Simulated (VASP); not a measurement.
Computed with PBE GGA, VASP's PBE PAW potentials (set 64) (plane waves; VASP).

VASP input:

### INCAR
```
SYSTEM = Re
PREC = Normal
ENCUT = 400
EDIFF = 1E-5
NELM = 100
ALGO = Fast
LREAL = .FALSE.
LASPH = .TRUE.
ISMEAR = 1
SIGMA = 0.1
GGA = PE
LMAXMIX = 6
LWAVE = .FALSE.
LCHARG = .FALSE.
NELMIN = 4
IBRION = 2
ISIF = 2
NSW = 20
EDIFFG = -0.03
```

### KPOINTS
```
kpoints
0
G
 17 17 9
```

POSCAR:
```
Re
1
    2.7723894834     0.0000000000     0.0000000000
   -1.3861947417     2.4009596058     0.0000000000
    0.0000000000     0.0000000000     4.4859056194
Re
2
Direct
  0.6666670000   0.3333330000   0.7500000000
  0.3333330000   0.6666670000   0.2500000000
```

POTCAR, in this order: Re (PBE.64 set). Program: vasp_std.

What VASP printed:

**OSZICAR**
```
       N       E                     dE             d eps       ncg     rms          rms(c)
DAV:   1     0.183507057467E+02    0.18351E+02   -0.61261E+03  6982   0.140E+03
DAV:   2    -0.221498716385E+02   -0.40501E+02   -0.35164E+02  6219   0.321E+02
DAV:   3    -0.260491991129E+02   -0.38993E+01   -0.32355E+01  6435   0.156E+02
DAV:   4    -0.262671886058E+02   -0.21799E+00   -0.19291E+00  6652   0.184E+01
DAV:   5    -0.262782043218E+02   -0.11016E-01   -0.87144E-02  6366   0.245E+00    0.417E+01
RMM:   6    -0.251353949359E+02    0.11428E+01   -0.24154E-01  3699   0.305E+01    0.154E+01
RMM:   7    -0.248383790719E+02    0.29702E+00   -0.32168E+00  4823   0.320E+01    0.160E+00
RMM:   8    -0.248485792525E+02   -0.10200E-01   -0.23012E-01  4742   0.555E+00    0.875E-01
RMM:   9    -0.248516204195E+02   -0.30412E-02   -0.68099E-02  4864   0.140E+00    0.303E-01
RMM:  10    -0.248505010006E+02    0.11194E-02   -0.89273E-03  4226   0.208E+00    0.103E-01
RMM:  11    -0.248508446988E+02   -0.34370E-03   -0.53344E-03  4701   0.633E-01    0.407E-02
RMM:  12    -0.248509291231E+02   -0.84424E-04   -0.10549E-03  4346   0.224E-01    0.188E-02
RMM:  13    -0.248509454459E+02   -0.16323E-04   -0.18402E-04  3312   0.134E-01    0.556E-03
RMM:  14    -0.248509462062E+02   -0.76022E-06   -0.23828E-05  2629   0.171E-01
   1 F= -.24850946E+02 E0= -.24850910E+02  d E =-.248509E+02
```

OUTCAR:
```
------------------------ aborting loop because EDIFF is reached ----------------------------------------
  FORCE on cell =-STRESS in cart. coord.  units (eV):
  Direction    XX          YY          ZZ          XY          YZ          ZX
  --------------------------------------------------------------------------------------
  Total        0.0563578      0.0563578     -0.1032320     -0.0000000      0.0000000      0.0000000
  in kB        3.0239545      3.0239542     -5.5390539     -0.0000000      0.0000000      0.0000000
  external PRESSURE =       0.1696182 kB  Pullay stress =       0.0000000 kB
  volume of cell :       29.86
      direct lattice vectors                 reciprocal lattice vectors
     2.772389483  0.000000000  0.000000000     0.360699680  0.208250068  0.000000000
    -1.386194742  2.400959606  0.000000000     0.000000000  0.416500135  0.000000000
     0.000000000  0.000000000  4.485905619     0.000000000  0.000000000  0.222920428
 POSITION                                       TOTAL-FORCE (eV/Angst)
 -----------------------------------------------------------------------------------
      1.38620      0.80032      3.36443        -0.000000     -0.000000      0.000000
     -0.00000      1.60064      1.12148         0.000000      0.000000      0.000000
 -----------------------------------------------------------------------------------
    total drift:                               -0.000008      0.000005     -0.000017
  FREE ENERGIE OF THE ION-ELECTRON SYSTEM (eV)
  ---------------------------------------------------
  free  energy   TOTEN  =       -24.8509462062 eV

  energy  without entropy=      -24.8508367617  energy(sigma->0) =      -24.85090972

 reached required accuracy - stopping structural energy minimisation
```
(Selected blocks of OUTCAR.)

The compound is Re in the hcp structure. It was relaxed first.
